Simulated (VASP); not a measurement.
HfO$_{2}$ (fluorite): the bulk modulus from VASP (plane waves, PAW) at several levels of theory. Static lattice, third-order Birch-Murnaghan fit over five volumes.

```
level        bulk modulus (GPa)
-----------  ------------------
LDA                         289
PBE                         252
PBEsol                      271
RPBE                        237
AM05                        268
PBE-D3(BJ)                  260
PBE-D4                      258
optB88-vdW                  260
rev-vdW-DF2                 262
revTPSS                     264
SCAN                        282
r2SCAN                      276
```

The cell of the LDA run:

Space group Fm-3m (No. 225); a = 4.9835 Å, b = 4.9835 Å, c = 4.9835 Å, α = 90.00°, β = 90.00°, γ = 90.00°

| atom | site | symmetry | x | y | z |
|---|---|---|---|---|---|
| Hf | 4a | m-3m | 0.0000 | 0.0000 | 0.0000 |
| O | 8c | -43m | 0.2500 | 0.2500 | 0.2500 |
(The calculation used a cell of 3 atoms; values per cell refer to that cell.)

Only levels that ran to the end are used. Left out are those held back, those with too coarse a band path, GW runs whose mesh misses a band edge, hybrids' fits of cells that aren't cubic and levels without matching references; a question may draw on a part of the rest.

The compound is HfO2 in the fluorite structure, the high-temperature cubic form, which is unstable at 0 K; the monoclinic form is the stable one.
